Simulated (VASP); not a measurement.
```xyz
2
Lattice="3.6590 0.0000 0.0000 0.0000 3.6590 0.0000 0.0000 0.0000 3.6590" Properties=species:S:1:pos:R:3 pbc="T T T"
Cu     0.0000     0.0000     0.0000
I      1.8295     1.8295     1.8295
```

These are r2SCAN meta-GGA, VASP's PBE PAW potentials (set 64) (plane waves; VASP) values and carry that method's errors. Numerical set-up: 400 eV cut-off, 8×8×8 Γ-centred mesh, tetrahedra with Blöchl corrections, potentials Cu I.

Problem. Give the energies of bands 2 to 12 at the high-symmetry points, in eV from the Fermi level.

Solution. 
```
band      Γ      X      M      R
----  -----  -----  -----  -----
2     -1.93  -6.20  -4.75  -4.30
3     -1.93  -2.31  -4.75  -4.30
4     -1.64  -2.31  -2.01  -4.30
5     -1.64  -1.84  -1.68  -1.40
6     -1.64  -1.53  -1.68  -1.40
7     -1.55  -1.39  -1.56  -0.73
8     -1.55   0.03  -1.40  -0.73
9     -1.55   0.03  -0.29  -0.73
10     0.17   4.09  -0.10   2.18
11     5.95   4.39   7.91   2.18
12     5.95   6.76   7.91   2.18
```

It has no gap at this level: it comes out as a metal or semimetal.

The structure was generated: CuI was put into the CsCl type (Pm-3m), which need not be its known phase. It was relaxed first, which changed the volume by +27 %.
